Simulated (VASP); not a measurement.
Data:

```
PbS
1.0
    0.00000     3.00191     3.00191
    3.00191     0.00000     3.00191
    3.00191     3.00191     0.00000
Pb S
1 1
Direct
  0.00000   0.00000   0.00000
  0.50000   0.50000   0.50000
```

The numbers are results of PBE GGA, VASP's PBE PAW potentials (set 64) (plane waves; VASP), not measurements. Settings: 400 eV cut-off, 17×17×17 Γ-centred mesh, Gaussian smearing of 0.010 eV, potentials Pb_d S.

Task: Estimate the energy per atom (σ→0).

Result: 
| Quantity | Result |
|---|---|
| energy per atom (σ→0) | -4.385 eV/atom |

Only differences to runs with the same potentials and settings are physical.

The compound is PbS in the rock salt structure. It was relaxed first.
